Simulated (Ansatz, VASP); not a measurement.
Given: the input of a run of VASP 6.6.1 on AlIn.

The input INCAR:

```
PREC = Accurate ; ENCUT = 520
EDIFF = 1E-6 ; ISMEAR = -1
SIGMA = 0.05 ; LREAL = F
LASPH = T ; NELM = 80
ALGO = Normal ; ISIF = 2
LWAVE = F ; LCHARG = T
GGA = PE ; LELF = T
LVHAR = T ; NBANDS = 15
```

The input KPOINTS:

```
regular mesh
0
Gamma
  10 10 5
```

File POSCAR:

```
AlIn
1.0
    2.9917833222      0.0000000000      0.0000000000
   -1.4958965590      2.5909660741      0.0000000000
    0.0000000000      0.0000000000      5.7090474333
Al In
1 1
Direct
    0.0000000000      0.0000000000      0.0000000000
    0.0000000000      0.0000000000      0.5000000000
```

Potentials or basis: VASP PAW PBE potentials, release 64 (Al, In_d).

Command:

```bash
$ cat potpaw_PBE.64/Al/POTCAR potpaw_PBE.64/In_d/POTCAR > POTCAR
$ mpirun -np 1 vasp_std > vasp.out
```

Translate it to Ansatz 0.2.0. Potentials there: Ansatz PAW.

As run (the cutoff follows the program's own potentials):

Contents of input.yaml:

```yaml
crystal:
  lattice:
    - [2.9917833222, 0.0, 0.0]
    - [-1.495896559, 2.5909660741, 0.0]
    - [0.0, 0.0, 5.7090474333]
  atoms:
    - { symbol: Al, position: [0.0, 0.0, 0.0] }
    - { symbol: In, position: [0.0, 0.0, 0.5] }
hamiltonian:
  xc: pbe
  pseudopotentials: { kind: paw }
kpoints:
  mp_grid: { grid: [10, 10, 5] }
scf:
  occupations: { method: fermi_dirac, width: 0.05 }
output:
  forces: true
  stress: true
  eigenvalues: true
```

Potentials or basis: Ansatz PAW.

The run is started by

```console
$ ansatz run input.yaml --threads 1 --pin off --max-ram 3584MiB --backend cpu --events-out ev --progress --plain --runs-dir out
```

Both were run:

|  | VASP | Ansatz | Ansatz less VASP |
| --- | --- | --- | --- |
| gap on the k mesh at the Fermi level (eV) | none | none | - |
| pressure (GPa) | 3.3 | 3.3 | +0.02 |
| largest component of the traceless stress (GPa) | 0.73 | 0.71 | -0.012 |

A gap of «none» marks a metal or a gap that the smearing closes.
